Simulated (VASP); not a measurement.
**HfZr2Se4: single point with r2SCAN**

The system is HfZr2Se4.

```
Zr Hf Se
1.0
     3.89291   -5.33202    0.00000
     3.89291    5.33202    0.00000
     0.00000    0.00000    3.78506
Zr Hf Se
2 1 4
Cartesian
  1.9465 -2.6660 1.8925
  1.9465 2.6660 1.8925
  0.0000 0.0000 0.0000
  3.8929 2.5402 0.0000
  3.8929 -2.5402 0.0000
  1.9706 0.0000 1.8925
  5.8152 0.0000 1.8925
```

The cell was built by a generator and needn't be a form met in nature.

```yaml
Program: VASP 6.6.1
Task: single point
Functional: r2SCAN
Potentials_or_basis: VASP PAW PBE potentials, release 64 (Zr_sv, Hf_pv, Se)
Cutoff: 520 eV
k_mesh: 6 × 6 × 8
Occupations: gaussian, width 0.1 eV
Spin: no spin polarisation
```

```yaml
Pressure: -1.0 GPa
Largest_force: 0.207 eV/Å
Band_gap_on_the_k_mesh: none (metal or under the smearing width)
```

Forces on the atoms (eV/Å):
```
Zr   0.000  0.000  0.000
Zr   0.000  0.000  0.000
Hf   0.000  0.000  0.000
Se   0.000  0.166  0.000
Se   0.000 -0.166  0.000
Se  -0.207  0.000  0.000
Se   0.207  0.000  0.000
```

Stress tensor (GPa, compression positive):
```
-1.26  0.00  0.00
 0.00 -0.98  0.00
 0.00  0.00 -0.70
```

Levels at points of the mesh, in eV from the Fermi level:
```csv
k point,band 25,band 26,band 27,band 28,band 29,band 30,band 31,band 32,band 33,band 34
"(0.00, 0.00, 0.00)",-2.43,-2.38,-2.34,-2.21,-0.52,-0.37,-0.01,0.18,0.88,1.19
"(0.50, 0.00, 0.00)",-4.08,-2.87,-2.85,-0.84,-0.66,0.18,0.21,0.34,0.80,1.09
"(0.50, 0.50, 0.00)",-3.53,-3.46,-3.23,-2.22,-0.26,0.04,0.54,1.11,1.36,1.47
"(0.00, 0.00, 0.50)",-4.87,-4.41,-3.85,0.42,0.74,0.76,0.77,1.08,1.32,1.47
"(0.50, 0.00, 0.50)",-4.43,-3.99,-3.38,-0.77,-0.70,0.32,0.32,1.76,1.87,2.10
"(0.50, 0.50, 0.50)",-3.62,-3.60,-3.59,-2.19,-2.10,0.97,1.62,1.67,1.69,2.00
```

Run time: 5.4 min on 4 MPI ranks on Intel(R) Xeon(R) Platinum 8375C CPU @ 2.90GHz (Ice Lake) (shared host), peak memory 0.53 GiB a rank.

Caveat: the PAW data sets were made with another functional, which shifts forces and pressure a little. Spin-orbit coupling is left out, which matters for the levels of Hf.
